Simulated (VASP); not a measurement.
Data:

```
CELL_PARAMETERS angstrom
      7.14656     0.00000     0.00000
      0.00000     7.14656     0.00000
      0.00000     0.00000     7.14656
ATOMIC_POSITIONS crystal
  C  0.50000 0.00000 0.00000
  C  0.61957 0.12655 0.12215
  C  0.75000 0.25000 0.00000
  C  0.87500 0.37500 0.12500
  C  0.75000 0.00000 0.25000
  C  0.87500 0.12500 0.37500
  C  0.00000 0.00000 0.00000
  C  0.12121 0.12542 0.12769
  C  0.24706 0.24425 0.00681
  C  0.37883 0.37568 0.12021
  C  0.50351 0.50035 0.00429
  C  0.62804 0.61821 0.12518
  C  0.75000 0.75000 0.00000
  C  0.87500 0.87500 0.12500
  C  0.24490 0.99762 0.24538
  C  0.37977 0.12648 0.37437
  C  0.50284 0.25689 0.25192
  C  0.61825 0.36995 0.37704
  C  0.74306 0.49400 0.25096
  C  0.87500 0.62500 0.37500
  C  0.50331 0.00697 0.49333
  C  0.63193 0.11939 0.62916
  C  0.74404 0.24695 0.49419
  C  0.87500 0.37500 0.62500
  C  0.75000 0.00000 0.75000
  C  0.87500 0.12500 0.87500
  C  0.00000 0.50000 0.00000
  C  0.12385 0.61821 0.12324
  C  0.25000 0.75000 0.00000
  C  0.37500 0.87500 0.12500
  C  0.00105 0.24619 0.25017
  C  0.12594 0.37515 0.37509
  C  0.24943 0.50061 0.25107
  C  0.36849 0.62077 0.37168
  C  0.50209 0.75670 0.25303
  C  0.62500 0.87500 0.37500
  C  0.00000 0.00000 0.50000
  C  0.11979 0.13041 0.61950
  C  0.24331 0.24455 0.49643
  C  0.37997 0.36814 0.61974
  C  0.49707 0.50056 0.49459
  C  0.62900 0.62082 0.62419
  C  0.75000 0.75000 0.50000
  C  0.87500 0.87500 0.62500
  C  0.25000 0.00000 0.75000
  C  0.37500 0.12500 0.87500
  C  0.50564 0.25027 0.75613
  C  0.62500 0.37500 0.87500
  C  0.75000 0.50000 0.75000
  C  0.87500 0.62500 0.87500
  C  0.00000 0.75000 0.25000
  C  0.12500 0.87500 0.37500
  C  0.99934 0.49491 0.49368
  C  0.11823 0.63087 0.62143
  C  0.24605 0.74825 0.49908
  C  0.37500 0.87500 0.62500
  C  0.00000 0.25000 0.75000
  C  0.12500 0.37500 0.87500
  C  0.24367 0.49710 0.74365
  C  0.37500 0.62500 0.87500
  C  0.50000 0.75000 0.75000
  C  0.62500 0.87500 0.87500
  C  0.00000 0.75000 0.75000
  C  0.12500 0.87500 0.87500
  B  0.37195 0.37247 0.37873
```
Cell charge -2.

Computed with PBE GGA, VASP's PBE PAW potentials (set 64) (plane waves; VASP). Run with PREC = Normal, LREAL = Auto, ISYM = 0, NELECT = 261.0, EDIFF = 1E-5, 400 eV cut-off, 1×1×1 Γ-centred mesh, Gaussian smearing of 0.050 eV, potentials C B. Starting moments (MAGMOM): 65*0.0154. The cell's moment is fixed (NUPDOWN = 1).

The cell is charged, with a uniform compensating background. The supercell is sampled at Γ alone, which is coarse: total energies, pressure and levels can be off, energies of defects by several tenths of an eV.

**Question.** The ions are relaxed. Which structure does the run end with?

**Answer.** 
```
CELL_PARAMETERS angstrom
      7.14656     0.00000     0.00000
      0.00000     7.14656     0.00000
      0.00000     0.00000     7.14656
ATOMIC_POSITIONS crystal
  C  0.50323 0.99939 0.99572
  C  0.63547 0.12250 0.11750
  C  0.75490 0.24963 0.99806
  C  0.87570 0.37218 0.12655
  C  0.75187 0.99526 0.24791
  C  0.86937 0.11722 0.37456
  C  0.00040 0.99941 0.99851
  C  0.12483 0.12382 0.12420
  C  0.25340 0.25212 0.99852
  C  0.39277 0.37820 0.10973
  C  0.50842 0.50313 0.99050
  C  0.63015 0.62627 0.12271
  C  0.75451 0.74988 0.99856
  C  0.87975 0.87256 0.12466
  C  0.25334 0.99544 0.23902
  C  0.38280 0.12517 0.33868
  C  0.51620 0.24737 0.23319
  C  0.62741 0.37355 0.37252
  C  0.75210 0.50045 0.25005
  C  0.87318 0.62770 0.37573
  C  0.49607 0.00847 0.49155
  C  0.62087 0.12930 0.62166
  C  0.74733 0.25020 0.49998
  C  0.87023 0.37652 0.62826
  C  0.74927 0.00233 0.74720
  C  0.87459 0.12564 0.87580
  C  0.00422 0.49637 0.00500
  C  0.13431 0.61712 0.12984
  C  0.25352 0.74755 0.00109
  C  0.37741 0.87219 0.12024
  C  0.98913 0.24076 0.25665
  C  0.07619 0.34794 0.41143
  C  0.28730 0.50027 0.24322
  C  0.38688 0.63022 0.37259
  C  0.50568 0.75345 0.24849
  C  0.62490 0.87807 0.37239
  C  0.00124 0.99816 0.49967
  C  0.12136 0.12209 0.63648
  C  0.21451 0.27785 0.54979
  C  0.36934 0.38509 0.63685
  C  0.50180 0.50194 0.50112
  C  0.62747 0.62631 0.62551
  C  0.74949 0.75281 0.49890
  C  0.87563 0.87528 0.62411
  C  0.25018 0.99796 0.75275
  C  0.37584 0.12524 0.87383
  C  0.49935 0.25353 0.75024
  C  0.62788 0.37605 0.87108
  C  0.75013 0.50006 0.75135
  C  0.87866 0.62340 0.87665
  C  0.00548 0.74692 0.25145
  C  0.12888 0.87502 0.37272
  C  0.98942 0.50367 0.50461
  C  0.12622 0.62760 0.62470
  C  0.25315 0.75065 0.49697
  C  0.37444 0.87869 0.62040
  C  0.99764 0.24917 0.75569
  C  0.12591 0.37549 0.87855
  C  0.25136 0.50857 0.75660
  C  0.37804 0.63041 0.87413
  C  0.50127 0.75314 0.74614
  C  0.62734 0.87585 0.87136
  C  0.00177 0.75049 0.75028
  C  0.12700 0.87290 0.87647
  B  0.27265 0.31274 0.35343
```
Cell charge -2. The cell ends with 1.00 μB, on the first 30 sites 0.00 0.01 0.01 0.01 0.00 0.01 0.00 0.01 0.01 0.01 0.01 0.00 0.00 0.00 0.00 0.01 0.01 0.01 0.00 0.00 0.00 0.00 0.01 0.01 0.00 0.01 0.00 0.00 0.00 0.00 μB.

**Question.** How much energy does the relaxation gain?

**Answer.** The energy (σ→0) changes by -172.4 meV/atom, in 32 ionic steps.

The cell is a supercell with a defect, built from C (diamond): B_i, charge -2.
